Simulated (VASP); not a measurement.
Data:

```xyz
2
Lattice="3.8933 0.0000 0.0000 0.0000 3.8933 0.0000 0.0000 0.0000 3.8933" Properties=species:S:1:pos:R:3 pbc="T T T"
Tl     0.0000     0.0000     0.0000
Cl     1.9466     1.9466     1.9466
```

Method: PBE GGA with spin-orbit coupling, VASP's PBE PAW potentials (set 64) (plane waves; VASP). Numerical set-up: 400 eV cut-off, 6×6×6 Γ-centred mesh, Gaussian smearing of 0.050 eV, potentials Tl_d Cl.

Give the energies of bands 13 to 26 at the high-symmetry points, in eV from the valence-band maximum.

```json
[
 {"band": "13", "Γ": "-4.43", "X": "-5.16", "M": "-3.28", "R": "-2.19"},
 {"band": "14", "Γ": "-4.43", "X": "-5.16", "M": "-3.28", "R": "-2.19"},
 {"band": "15", "Γ": "-1.45", "X": "-0.99", "M": "-2.72", "R": "-1.83"},
 {"band": "16", "Γ": "-1.45", "X": "-0.99", "M": "-2.72", "R": "-1.83"},
 {"band": "17", "Γ": "-1.27", "X": "-0.89", "M": "-2.66", "R": "-1.77"},
 {"band": "18", "Γ": "-1.27", "X": "-0.89", "M": "-2.66", "R": "-1.77"},
 {"band": "19", "Γ": "-1.27", "X": "0.00", "M": "-0.89", "R": "-1.77"},
 {"band": "20", "Γ": "-1.27", "X": "0.00", "M": "-0.89", "R": "-1.77"},
 {"band": "21", "Γ": "6.29", "X": "2.07", "M": "4.29", "R": "1.89"},
 {"band": "22", "Γ": "6.29", "X": "2.07", "M": "4.29", "R": "1.89"},
 {"band": "23", "Γ": "7.96", "X": "6.02", "M": "5.19", "R": "3.06"},
 {"band": "24", "Γ": "7.96", "X": "6.02", "M": "5.19", "R": "3.06"},
 {"band": "25", "Γ": "7.96", "X": "7.04", "M": "8.34", "R": "3.06"},
 {"band": "26", "Γ": "7.96", "X": "7.04", "M": "8.34", "R": "3.06"}
]
```

The gap is indirect, 1.89 eV, from the valence maximum at X to the conduction minimum at R.

The compound is TlCl in the CsCl type structure. It was relaxed first.
